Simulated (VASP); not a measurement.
OSZICAR of a VASP run on BN (zinc blende):

File OSZICAR:
```
       N       E                     dE             d eps       ncg     rms          rms(c)
DAV:   1     0.239992708090E+02    0.23999E+02   -0.41355E+03  7088   0.331E+02
DAV:   2    -0.185974345338E+02   -0.42597E+02   -0.40875E+02  8800   0.113E+02
DAV:   3    -0.193012992439E+02   -0.70386E+00   -0.70237E+00  8472   0.124E+01
DAV:   4    -0.193016138620E+02   -0.31462E-03   -0.31462E-03  8080   0.288E-01
DAV:   5    -0.193016139534E+02   -0.91441E-07   -0.91208E-07  8472   0.492E-03    0.659E+00
DAV:   6    -0.184541468597E+02    0.84747E+00   -0.21490E+00  8248   0.429E+00    0.331E+00
DAV:   7    -0.183675164729E+02    0.86630E-01   -0.61270E-02  8552   0.111E+00    0.187E+00
DAV:   8    -0.183468704618E+02    0.20646E-01   -0.19326E-02  8584   0.581E-01    0.183E-01
DAV:   9    -0.183469014379E+02   -0.30976E-04   -0.54432E-04  7728   0.113E-01    0.711E-02
DAV:  10    -0.183469141518E+02   -0.12714E-04   -0.40435E-05  8600   0.305E-02    0.156E-02
DAV:  11    -0.183469150939E+02   -0.94212E-06   -0.10313E-06  7976   0.544E-03    0.483E-03
DAV:  12    -0.183469152153E+02   -0.12138E-06   -0.12539E-07  7352   0.137E-03    0.295E-04
DAV:  13    -0.183469152178E+02   -0.25575E-08   -0.62218E-09  4520   0.448E-04
   1 F= -.18346915E+02 E0= -.18346915E+02  d E =-.378492E-17
 imaginary and real dielectric function
```

### Question
Which electronic solver shows in the log?

### Answer
It is blocked Davidson (ALGO = Normal, or the opening steps of other solvers). The INCAR had ALGO = Normal.

### Question
Can the final energy be trusted as converged?

### Answer
The calculation finished and met its thresholds. It stopped with EDIFF = 1E-7, NELM = 100 (PBEsol GGA, plane waves, VASP's PBE PAW potentials (set 64)).

The compound is BN in the zinc blende structure. It was relaxed first.
